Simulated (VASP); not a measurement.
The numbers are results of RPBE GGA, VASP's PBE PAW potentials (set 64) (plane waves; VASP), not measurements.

VASP ran on this input.

File POSCAR:
```
MgO
3.0023460
  0.0000000000   0.7071066882   0.7071066882
  0.7071066882   0.0000000000   0.7071066882
  0.7071066882   0.7071066882   0.0000000000
Mg O
1 1
direct
  0.0000000000   0.0000000000   0.0000000000
  0.5000000000   0.5000000000   0.5000000000
```

File KPOINTS:
```
K-points
0
G
11 11 11
0 0 0
```

**INCAR**
```
SYSTEM = MgO
PREC = Accurate
ENCUT = 520
EDIFF = 1E-7
NELM = 100
ALGO = Normal
LREAL = .FALSE.
LASPH = .TRUE.
ISMEAR = 0
SIGMA = 0.05
GGA = RP
LWAVE = .FALSE.
LCHARG = .FALSE.
ISIF = 2
```

POTCAR, in this order: Mg O (PBE.64 set). Program: vasp_std.

Output of the run:

**OSZICAR**
```
       N       E                     dE             d eps       ncg     rms          rms(c)
DAV:   1     0.125148857757E+02    0.12515E+02   -0.47984E+03  1064   0.881E+02
DAV:   2    -0.124109093555E+02   -0.24926E+02   -0.24094E+02  1056   0.135E+02
DAV:   3    -0.127784519769E+02   -0.36754E+00   -0.36754E+00  1152   0.182E+01
DAV:   4    -0.127789233075E+02   -0.47133E-03   -0.47133E-03  1184   0.652E-01
DAV:   5    -0.127789239320E+02   -0.62445E-06   -0.62445E-06  1208   0.180E-02    0.725E+00
DAV:   6    -0.112363440184E+02    0.15426E+01   -0.10056E+01   896   0.224E+01    0.231E+00
DAV:   7    -0.112325374040E+02    0.38066E-02   -0.43308E-02   960   0.261E+00    0.135E+00
DAV:   8    -0.112362067058E+02   -0.36693E-02   -0.32876E-02   896   0.269E+00    0.168E-01
DAV:   9    -0.112361557973E+02    0.50909E-04   -0.73925E-04  1312   0.227E-01    0.706E-02
DAV:  10    -0.112363662022E+02   -0.21040E-03   -0.28558E-04   912   0.180E-01    0.117E-02
DAV:  11    -0.112363664093E+02   -0.20706E-06   -0.63959E-06  1336   0.272E-02    0.218E-03
DAV:  12    -0.112363663114E+02    0.97881E-07   -0.20041E-07   968   0.597E-03
   1 F= -.11236366E+02 E0= -.11236366E+02  d E =-.148623E-14
```

### OUTCAR
```
------------------------ aborting loop because EDIFF is reached ----------------------------------------
  FORCE on cell =-STRESS in cart. coord.  units (eV):
  Direction    XX          YY          ZZ          XY          YZ          ZX
  --------------------------------------------------------------------------------------
  Total        0.5521555      0.5521555      0.5521555      0.0000000      0.0000000      0.0000000
  in kB       46.2279794     46.2279794     46.2279794      0.0000000      0.0000000      0.0000000
  external PRESSURE =      46.2279794 kB  Pullay stress =       0.0000000 kB
  volume of cell :       19.14
      direct lattice vectors                 reciprocal lattice vectors
     0.000000000  2.122978937  2.122978937    -0.235518116  0.235518116  0.235518116
     2.122978937  0.000000000  2.122978937     0.235518116 -0.235518116  0.235518116
     2.122978937  2.122978937  0.000000000     0.235518116  0.235518116 -0.235518116
  FREE ENERGIE OF THE ION-ELECTRON SYSTEM (eV)
  ---------------------------------------------------
  free  energy   TOTEN  =       -11.2363663114 eV

  energy  without entropy=      -11.2363663114  energy(sigma->0) =      -11.23636631
```
(Selected blocks of OUTCAR.)

The compound is MgO in the rock salt structure. This cell is one point of a volume scan, at 0.97 of the reference volume.
